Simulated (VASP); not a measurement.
```
CELL_PARAMETERS angstrom
      0.00000     2.70500     2.70500
      2.70500     0.00000     2.70500
      2.70500     2.70500     0.00000
ATOMIC_POSITIONS crystal
  Zn 0.00000 0.00000 0.00000
  S  0.25000 0.25000 0.25000
```

Method: PBE GGA, VASP's PBE PAW potentials (set 64) (plane waves; VASP). Settings: 300 eV cut-off, 7×7×7 Γ-centred mesh, Fermi-Dirac smearing of 0.050 eV, potentials Zn S.

At this cut-off the stress carries a Pulay error, which pulls relaxed volumes low.

Give the stress tensor in GPa (positive for a compressed cell).

```
1.27  0.00  0.00
0.00  1.27  0.00
0.00  0.00  1.27
```
The pressure is its mean diagonal, 1.27 GPa.

The structure is a typed ZnS crystal. The cell was not relaxed at this level.
